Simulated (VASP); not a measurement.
These are PBEsol GGA, VASP's PBE PAW potentials (set 64) (plane waves; VASP 6.6.1) values and carry that method's errors.

Input for VASP

File KPOINTS:
```
k-points along high-symmetry lines
15
Line-mode
Reciprocal
  0.000000   0.000000   0.000000 ! GAMMA
  0.000000   0.500000   0.000000 ! X

  0.000000   0.500000   0.000000 ! X
  0.500000   0.500000   0.000000 ! M

  0.500000   0.500000   0.000000 ! M
  0.000000   0.000000   0.000000 ! GAMMA

  0.000000   0.000000   0.000000 ! GAMMA
  0.500000   0.500000   0.500000 ! R

  0.500000   0.500000   0.500000 ! R
  0.000000   0.500000   0.000000 ! X

  0.500000   0.500000   0.500000 ! R
  0.500000   0.500000   0.000000 ! M
```

### POSCAR
```
YP
6.8575030
  0.4999999719   0.0000000000   0.0000000000
  0.0000000000   0.4999999719   0.0000000000
  0.0000000000   0.0000000000   0.4999999719
Y P
1 1
Direct
  0.0000000000   0.0000000000   0.0000000000
  0.5000000000   0.5000000000   0.5000000000
```

**INCAR**
```
ALGO  =  Normal
EDIFF  =  1E-7
ENCUT  =  400
GGA  =  PS
ICHARG  =  11
ISMEAR  =  0
LASPH  =  .True.
LCHARG  =  .False.
LMAXMIX  =  4
LORBIT  =  11
LREAL  =  .False.
LWAVE  =  .False.
NELM  =  100
PREC  =  Accurate
SIGMA  =  0.05
SYSTEM  =  YP
```

POTCAR, in this order: Y_sv P (PBE.64 set). Program: vasp_std. Read from the step before: CHGCAR.

The resulting files:

**OUTCAR**
```
 ion  position               nearest neighbor table
   1  0.000  0.000  0.000-   2 2.97   2 2.97   2 2.97   2 2.97   2 2.97   2 2.97   2 2.97   2 2.97
  LATTYP: Found a simple cubic cell.
 ALAT       =     3.4287513074
 Subroutine PRICEL returns:
 Original cell was already a primitive cell.
 Subroutine GETGRP returns: Found 48 space group operations
The static configuration has the point symmetry O_h .
The dynamic configuration has the point symmetry O_h .
 Subroutine INISYM returns: Found 48 space group operations
   k-points           NKPTS =     90   k-points in BZ     NKDIM =     90   number of bands    NBANDS=     12
   number of dos      NEDOS =    301   number of ions     NIONS =      2
   total plane-waves  NPLWV =  13824
   dimension x,y,z NGX =    24 NGY =   24 NGZ =   24
   dimension x,y,z NGXF=    48 NGYF=   48 NGZF=   48
   ions per type =               1   1
   PREC   = accura    normal or accurate (medium, high low for compatibility)
   ISTART =      0    job   : 0-new  1-cont  2-samecut
   ICHARG =     11    charge: 1-file 2-atom 10-const
   ISPIN  =      1    spin polarized calculation?
   LNONCOLLINEAR =      F non collinear calculations
   LSORBIT =      F    spin-orbit coupling
   INIWAV =      1    electr: 0-lowe 1-rand  2-diag
   ENCUT  =  400.0 eV  29.40 Ry    5.42 a.u.   5.59  5.59  5.59*2*pi/ulx,y,z
   NELM   =    100;   NELMIN=  2; NELMDL= -5     # of ELM steps
   EDIFF  = 0.1E-06   stopping-criterion for ELM
   LREAL  =      F    real-space projection
   NLSPLINE    = F    spline interpolate recip. space projectors
   LMAXMIX     =    4 max onsite mixed and CHGCAR
   VOSKOWN=      0    Vosko Wilk Nusair interpolation
   EDIFFG = 0.1E-05   stopping-criterion for IOM
   NSW    =      0    number of steps for IOM
   NBLOCK =      1;   KBLOCK =      1    inner block; outer block
   IBRION =     -1    ionic relax: 0-MD 1-quasi-New 2-CG
   NFREE  =      0    steps in history (QN), initial steepest desc. (CG)
   ISIF   =      2    stress and relaxation
   ISYM   =      2    0-nonsym 1-usesym 2-fastsym
   TEIN   =    0.0    initial temperature
   TEBEG  =    0.0;   TEEND  =   0.0 temperature during run
   SMASS  =  -3.00    Nose mass-parameter (am)
...
```

### OSZICAR
```
       N       E                     dE             d eps       ncg     rms          rms(c)
DAV:   1     0.357227941585E+02    0.35723E+02   -0.69768E+03  2160   0.103E+03
DAV:   2    -0.125403575163E+02   -0.48263E+02   -0.45835E+02  2584   0.198E+02
DAV:   3    -0.148190260404E+02   -0.22787E+01   -0.21751E+01  3144   0.310E+01
DAV:   4    -0.148866899224E+02   -0.67664E-01   -0.67536E-01  2872   0.544E+00
DAV:   5    -0.148885723932E+02   -0.18825E-02   -0.18819E-02  3168   0.676E-01
DAV:   6    -0.148885954538E+02   -0.23061E-04   -0.23059E-04  2840   0.716E-02
DAV:   7    -0.148885958797E+02   -0.42584E-06   -0.42591E-06  3100   0.757E-03
DAV:   8    -0.148885958854E+02   -0.57901E-08   -0.62669E-08  2064   0.864E-04
   1 F= -.14888596E+02 E0= -.14887446E+02  d E =-.229985E-02
```

File OUTCAR:
```
 val. band max:        5.9751535492   @ k =   0.3929   0.3929   0.0000

 cond. band min:       5.9835906893   @ k =   0.5000   0.5000   0.1071



 k-point     1 :       0.0000    0.0000    0.0000
  band No.  band energies     occupation
      1     -36.6110      2.00000
      2     -16.4404      2.00000
      3     -16.4404      2.00000
      4     -16.4404      2.00000
      5      -5.4142      2.00000
      6       4.9741      2.00000
      7       4.9741      2.00000
      8       6.2195      0.00000
      9       6.2195      0.00000
     10       6.2195      0.00000
     11      10.1153      0.00000
     12      10.1153      0.00000

 k-point     2 :       0.0000    0.0357    0.0000
  band No.  band energies     occupation
      1     -36.6105      2.00000
      2     -16.4477      2.00000
      3     -16.4398      2.00000
      4     -16.4398      2.00000
      5      -5.3975      2.00000
      6       4.8944      2.00000
      7       4.9850      2.00000
      8       6.1998      0.00000
      9       6.1998      0.00000
     10       6.2534      0.00000
     11      10.1222      0.00000
     12      10.1375      0.00000

 k-point     3 :       0.0000    0.0714    0.0000
  band No.  band energies     occupation
      1     -36.6090      2.00000
      2     -16.4691      2.00000
      3     -16.4378      2.00000
      4     -16.4378      2.00000
      5      -5.3479      2.00000
      6       4.6690      2.00000
      7       5.0178      2.00000
      8       6.1427      0.00000
      9       6.1427      0.00000
     10       6.3566      0.00000
     11      10.1476      0.00000
     12      10.2024      0.00000

 k-point     4 :       0.0000    0.1071    0.0000
  band No.  band energies     occupation
      1     -36.6065      2.00000
      2     -16.5034      2.00000
      3     -16.4347      2.00000
      4     -16.4347      2.00000
      5      -5.2665      2.00000
      6       4.3321      2.00000
      7       5.0716      2.00000
...
```

The density is held fixed in this step, so its total energy and stress have no physical meaning.

The structure was generated: YP was put into the CsCl type type (Pm-3m), which need not be its known phase. It was relaxed first, which changed the volume by -30 %.
